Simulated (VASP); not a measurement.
# Zr2CdO (P4/mmm) in VASP: band structure with TB-mBJ

Aim: the band structure of Zr2CdO with TB-mBJ.

Everything below comes from runs of VASP 6.6.1. Logs are shortened: lines on timing, memory, paths and dates and some standing lists are left out, and cuts for length are marked.

### Step 1. The crystal as given

Symmetry: P4/mmm, No. 123, tetragonal system. Conventional cell: a = 4.913 Å, b = 4.913 Å, c = 2.962 Å, α = 90.00°, β = 90.00°, γ = 90.00°. Zr (site symmetry mmm) has 4 Cd at 2.87 Å and 4 O at 2.87 Å and 2 Zr at 2.96 Å as nearest neighbours. Cd (site symmetry 4/mmm) is surrounded by 8 Zr at 2.87 Å and 2 Cd at 2.96 Å. O (site symmetry 4/mmm) is surrounded by 8 Zr at 2.87 Å and 2 O at 2.96 Å.

The cell was built by a generator and needn't be a form met in nature.

### Step 2. Band structure, TB-mBJ

POSCAR reads:

```
Zr2CdO
4.9128
    1.000000000000      0.000000000000      0.000000000000
    0.000000000000      1.000000000000      0.000000000000
    0.000000000000      0.000000000000      0.602829343755
Zr Cd O
2 1 1
Direct
    0.0000000000      0.5000000000      0.5000000000
    0.5000000000      0.0000000000      0.5000000000
    0.5000000000      0.5000000000      0.0000000000
    0.0000000000      0.0000000000      0.0000000000
```

INCAR.step1 reads:

```
ALGO = Normal
EDIFF = 1E-5
ENCUT = 900
GGA = PE
ISIF = 2
ISMEAR = 0
LASPH = T
LCHARG = F
LMAXMIX = 4
LREAL = F
LWAVE = T
NBANDS = 29
NELM = 100
PREC = Accurate
SIGMA = 0.05
```

INCAR.step2 reads:

```
ALGO = Normal
EDIFF = 1E-7
ENCUT = 900
ISIF = 2
ISMEAR = 0
ISTART = 1
LASPH = T
LCHARG = F
LMAXMIX = 4
LREAL = F
LWAVE = F
METAGGA = MBJ
NBANDS = 29
NELM = 100
PREC = Accurate
SIGMA = 0.05
```

KPOINTS reads:

```
k-points
0
Gamma
  6 6 9
```

KPOINTS_OPT reads:

```
path GXMGZRAZ,XR,MA
15
line-mode
reciprocal
 0.0000000000  0.0000000000  0.0000000000  G
 0.0000000000  0.5000000000  0.0000000000  X

 0.0000000000  0.5000000000  0.0000000000  X
 0.5000000000  0.5000000000  0.0000000000  M

 0.5000000000  0.5000000000  0.0000000000  M
 0.0000000000  0.0000000000  0.0000000000  G

 0.0000000000  0.0000000000  0.0000000000  G
 0.0000000000  0.0000000000  0.5000000000  Z

 0.0000000000  0.0000000000  0.5000000000  Z
 0.0000000000  0.5000000000  0.5000000000  R

 0.0000000000  0.5000000000  0.5000000000  R
 0.5000000000  0.5000000000  0.5000000000  A

 0.5000000000  0.5000000000  0.5000000000  A
 0.0000000000  0.0000000000  0.5000000000  Z

 0.0000000000  0.5000000000  0.0000000000  X
 0.0000000000  0.5000000000  0.5000000000  R

 0.5000000000  0.5000000000  0.0000000000  M
 0.5000000000  0.5000000000  0.5000000000  A
```

Potentials or basis: VASP PAW PBE potentials, release 64 (Zr_sv, Cd, O_h).

Launch:

```
cat potpaw_PBE.64/Zr_sv/POTCAR potpaw_PBE.64/Cd/POTCAR potpaw_PBE.64/O_h/POTCAR > POTCAR
cp INCAR.step1 INCAR
mpirun -np 1 vasp_std > vasp.out
cp INCAR.step2 INCAR
mpirun -np 1 vasp_std > vasp.out
```

OUTCAR:

```text
EDIFF = 1E-7
   ENCUT = 900
   ISIF = 2
   ISMEAR = 0
   ISTART = 1
   LASPH = T
   LREAL = F
   METAGGA = MBJ
   NELM = 100
   PREC = Accurate

 ion  position               nearest neighbor table
   1  0.000  0.500  0.500-   3 2.87   3 2.87   3 2.87   3 2.87   2 3.47   2 3.47   2 3.47   2 3.47

   2  0.500  0.000  0.500-   3 2.87   3 2.87   3 2.87   3 2.87   1 3.47   1 3.47   1 3.47   1 3.47

   3  0.500  0.500  0.000-   1 2.87   2 2.87   1 2.87   2 2.87   2 2.87   2 2.87   1 2.87   1 2.87

   4  0.000  0.000  0.000-

  LATTYP: Found a simple tetragonal cell.
 ALAT       =     4.9128000000
 C/A-ratio  =     0.6028293438

  Lattice vectors:

 A1 = (   4.9128000000,   0.0000000000,   0.0000000000)
 A2 = (   0.0000000000,   4.9128000000,   0.0000000000)
 A3 = (   0.0000000000,   0.0000000000,   2.9615800000)

Analysis of symmetry for initial positions (statically):
=====================================================================
 Subroutine PRICEL returns:
 Original cell was already a primitive cell.

 Routine SETGRP: Setting up the symmetry group for a
 simple tetragonal supercell.

 Subroutine GETGRP returns: Found 16 space group operations
 (whereof 16 operations were pure point group operations)
 out of a pool of 16 trial point group operations.

The static configuration has the point symmetry D_4h.

Analysis of symmetry for dynamics (positions and initial velocities):
=====================================================================
 Subroutine PRICEL returns:
 Original cell was already a primitive cell.

 Routine SETGRP: Setting up the symmetry group for a
 simple tetragonal supercell.

 Subroutine GETGRP returns: Found 16 space group operations
 (whereof 16 operations were pure point group operations)
 out of a pool of 16 trial point group operations.

The dynamic configuration has the point symmetry D_4h.

 Subroutine INISYM returns: Found 16 space group operations
 (whereof 16 operations are pure point group operations),
 and found     1 'primitive' translations

----------------------------------------------------------------------------------------

                                     Primitive cell

  volume of cell :      71.4795

  direct lattice vectors                    reciprocal lattice vectors
[... 89 lines left out ...]
   ENCUT  =  900.0 eV  66.15 Ry    8.13 a.u.  12.02 12.02  7.24*2*pi/ulx,y,z
   NELM   =    100;   NELMIN=  2; NELMDL=  0     # of ELM steps
   EDIFF  = 0.1E-06   stopping-criterion for ELM
   LREAL  =      F    real-space projection
   EDIFFG = 0.1E-05   stopping-criterion for IOM
   NSW    =      0    number of steps for IOM
   IBRION =     -1    ionic relax: 0-MD 1-quasi-New 2-CG
   NFREE  =      0    steps in history (QN), initial steepest desc. (CG)
   ISIF   =      2    stress and relaxation
   ISYM   =      2    0-nonsym 1-usesym 2-fastsym
   POTIM  = 0.5000    time-step for ionic-motion
   TEBEG  =    0.0;   TEEND  =   0.0 temperature during run
   PSTRESS=    0.0 pullay stress
   NELECT =      42.0000    total number of electrons
   NUPDOWN=      -1.0000    fix difference up-down
   EMIN   =  10.00;   EMAX   =-10.00  energy-range for DOS
   EFERMI =   0.00;   METHOD = LEGACY
   ISMEAR =     0;   SIGMA  =   0.05  broadening in eV -4-tet -1-fermi 0-gaus
   EFERMI_NEDOS =   21; number of points for ismear=-14 and -15
   IALGO  =     38    algorithm
   IMIX   =      4    mixing-type and parameters
     AMIX     =   0.40;   BMIX     =  1.00
     AMIX_MAG =   1.60;   BMIX_MAG =  1.00
  volume/ion in A,a.u.               =      17.87       120.59
  Fermi-wavevector in a.u.,A,eV,Ry     =   1.371189  2.591172 25.581127  1.880160
  Thomas-Fermi vector in A             =   2.496908
   LORBIT       =      0    0 simple, 1 ext, 2 COOP (PROOUT), +10 PAW based schemes
   METAGGA = MBJ    functional components
   LHFCALC =     F    Hartree Fock is set to
   AEXX    =    0.0000 exact exchange contribution
   IVDW    =     0    specifies the selected vdW correction
   LEPSILON=     F    determine dielectric tensor
   LRPA    =     F    only Hartree local field effects (RPA)
 non-spin polarized calculation
 Gauss-broadening in eV      SIGMA  =   0.05
  energy-cutoff  :      900.00
  volume of cell :       71.48
 maximum number of plane-waves:      4416
   NGX = 25   NGY = 25   NGZ = 15

 number of electron      41.9999998 magnetization

 Free energy of the ion-electron system (eV)
  ---------------------------------------------------
  ext. energy  EPLUGINS =         0.00000000
  ---------------------------------------------------
  free energy    TOTEN  =       617.55893707 eV

  energy without entropy =      617.56496033  energy(sigma->0) =      617.56194870

 E-fermi :   7.8375     XC(G=0): -11.0956

 val. band max:        7.8182493688   @ k =   0.3333   0.0000   0.2222
 cond. band min:       7.8501214730   @ k =   0.3333   0.3333   0.4444
 fundamental gap:      0.0318721043
 Fermi energy:         7.8375467647

 k-point     1 :       0.0000    0.0000    0.0000
  band No.  band energies     occupation
      1     -41.9344      2.00000
      2     -41.9003      2.00000
      3     -20.0961      2.00000
      4     -20.0961      2.00000
      5     -19.8775      2.00000
      6     -19.8775      2.00000
[... 757 lines left out ...]
     28      10.8874      0.00000
     29      11.0802      0.00000

 [... further k-points ...]

------------------------ aborting loop because EDIFF is reached ----------------------------------------

  FORCE on cell =-STRESS in cart. coord.  units (eV):
  Direction    XX          YY          ZZ          XY          YZ          ZX
  --------------------------------------------------------------------------------------
  -------------------------------------------------------------------------------------
  Total      -44.8215437    -44.8215437    -48.0327162      0.0000000      0.0000000      0.0000000
  in kB    -1004.6522348  -1004.6522348  -1076.6290440      0.0000000      0.0000000      0.0000000
  external PRESSURE =   -1028.6445045 kB  Pullay stress =       0.0000000 kB

 VOLUME and BASIS-vectors are now :
 -----------------------------------------------------------------------------
  energy-cutoff  :      900.00
  volume of cell :       71.48
      direct lattice vectors                 reciprocal lattice vectors
     4.912800000  0.000000000  0.000000000     0.203549910  0.000000000  0.000000000
     0.000000000  4.912800000  0.000000000     0.000000000  0.203549910  0.000000000
     0.000000000  0.000000000  2.961580000     0.000000000  0.000000000  0.337657602

 POSITION                                       TOTAL-FORCE (eV/Angst)
 -----------------------------------------------------------------------------------
      0.00000      2.45640      1.48079         0.000000      0.000000      0.000000
      2.45640      0.00000      1.48079         0.000000      0.000000      0.000000
      2.45640      2.45640      0.00000         0.000000      0.000000      0.000000
      0.00000      0.00000      0.00000         0.000000      0.000000      0.000000
 -----------------------------------------------------------------------------------
    total drift:                                0.000000      0.000000     -0.000000

  FREE ENERGIE OF THE ION-ELECTRON SYSTEM (eV)
  ---------------------------------------------------
  free  energy   TOTEN  =       617.5589370689 eV

  energy  without entropy=      617.5649603252  energy(sigma->0) =      617.56194870
```

OUTCAR.step1:

```text
EDIFF = 1E-5
   ENCUT = 900
   GGA = PE
   ISIF = 2
[... 1002 lines left out ...]
      0.00000      2.45640      1.48079         0.000000      0.000000      0.000000
      2.45640      0.00000      1.48079         0.000000      0.000000      0.000000
      2.45640      2.45640      0.00000         0.000000      0.000000      0.000000
      0.00000      0.00000      0.00000         0.000000      0.000000      0.000000
 -----------------------------------------------------------------------------------
    total drift:                                0.000000      0.000000     -0.000000

  FREE ENERGIE OF THE ION-ELECTRON SYSTEM (eV)
  ---------------------------------------------------
  free  energy   TOTEN  =       -23.8623408626 eV

  energy  without entropy=      -23.8586224013  energy(sigma->0) =      -23.86048163
```

OSZICAR.step1:

```text
N       E                     dE             d eps       ncg     rms          rms(c)
DAV:   1     0.529753220103E+03    0.52975E+03   -0.30321E+04  2900   0.223E+03
DAV:   2     0.229561604669E+02   -0.50680E+03   -0.49199E+03  3159   0.520E+02
DAV:   3    -0.243844500313E+02   -0.47341E+02   -0.45850E+02  4804   0.129E+02
DAV:   4    -0.269972690253E+02   -0.26128E+01   -0.25957E+01  3593   0.254E+01
DAV:   5    -0.271400823172E+02   -0.14281E+00   -0.14271E+00  4125   0.476E+00    0.166E+01
DAV:   6    -0.246299213918E+02    0.25102E+01   -0.17486E+01  3728   0.213E+01    0.104E+01
DAV:   7    -0.239822689282E+02    0.64765E+00   -0.51594E+00  4147   0.870E+00    0.476E+00
DAV:   8    -0.238592437176E+02    0.12303E+00   -0.82589E-01  3434   0.505E+00    0.141E+00
DAV:   9    -0.238612949777E+02   -0.20513E-02   -0.66635E-02  3684   0.138E+00    0.661E-01
DAV:  10    -0.238624707142E+02   -0.11757E-02   -0.76118E-03  3453   0.655E-01    0.121E-01
DAV:  11    -0.238623508236E+02    0.11989E-03   -0.11617E-03  4061   0.168E-01    0.535E-02
DAV:  12    -0.238623408626E+02    0.99611E-05   -0.72738E-05  2823   0.474E-02
   1 F= -.23862341E+02 E0= -.23860482E+02  d E =-.371846E-02
```

Wall time 27 min (1 thread of Intel Xeon Platinum 8488C (Sapphire Rapids), shared host); peak memory 0.53 GiB.

Results:

| Property | Result |
| --- | --- |
| Band gap along the path | none (metal or under the smearing width) |

Levels at the corners of the path, in eV from the Fermi level:
```tsv
point	band 17	band 18	band 19	band 20	band 21	band 22	band 23	band 24	band 25	band 26
Γ	-3.79	-2.09	-1.62	-1.44	-1.05	0.77	1.56	1.56	2.61	2.94
X	-3.73	-2.86	-2.21	-1.22	-1.20	-0.89	1.00	1.62	2.53	3.20
X	-3.73	-2.86	-2.21	-1.22	-1.20	-0.89	1.00	1.62	2.53	3.20
M	-4.72	-2.33	-1.95	-1.95	-1.45	-1.45	1.90	2.20	2.20	3.37
M	-4.72	-2.33	-1.95	-1.95	-1.45	-1.45	1.90	2.20	2.20	3.37
Γ	-3.79	-2.09	-1.62	-1.44	-1.05	0.77	1.56	1.56	2.61	2.94
Γ	-3.79	-2.09	-1.62	-1.44	-1.05	0.77	1.56	1.56	2.61	2.94
Z	-4.42	-3.42	-1.40	-1.40	-1.16	-0.46	2.16	2.16	2.68	3.02
Z	-4.42	-3.42	-1.40	-1.40	-1.16	-0.46	2.16	2.16	2.68	3.02
R	-4.01	-2.34	-2.00	-1.96	-0.22	0.88	1.11	1.93	2.14	2.18
R	-4.01	-2.34	-2.00	-1.96	-0.22	0.88	1.11	1.93	2.14	2.18
A	-3.39	-3.39	-0.36	-0.16	0.05	0.05	1.05	1.08	2.01	2.01
A	-3.39	-3.39	-0.36	-0.16	0.05	0.05	1.05	1.08	2.01	2.01
Z	-4.42	-3.42	-1.40	-1.40	-1.16	-0.46	2.16	2.16	2.68	3.02
X	-3.73	-2.86	-2.21	-1.22	-1.20	-0.89	1.00	1.62	2.53	3.20
R	-4.01	-2.34	-2.00	-1.96	-0.22	0.88	1.11	1.93	2.14	2.18
M	-4.72	-2.33	-1.95	-1.95	-1.45	-1.45	1.90	2.20	2.20	3.37
A	-3.39	-3.39	-0.36	-0.16	0.05	0.05	1.05	1.08	2.01	2.01
```

Caveat: the cutoff is under 1.25 times the usual one of these potentials, so pressure, stress and relaxed cells hold a basis-set (Pulay) error; the PAW data sets were made with another functional, which shifts forces and pressure a little.
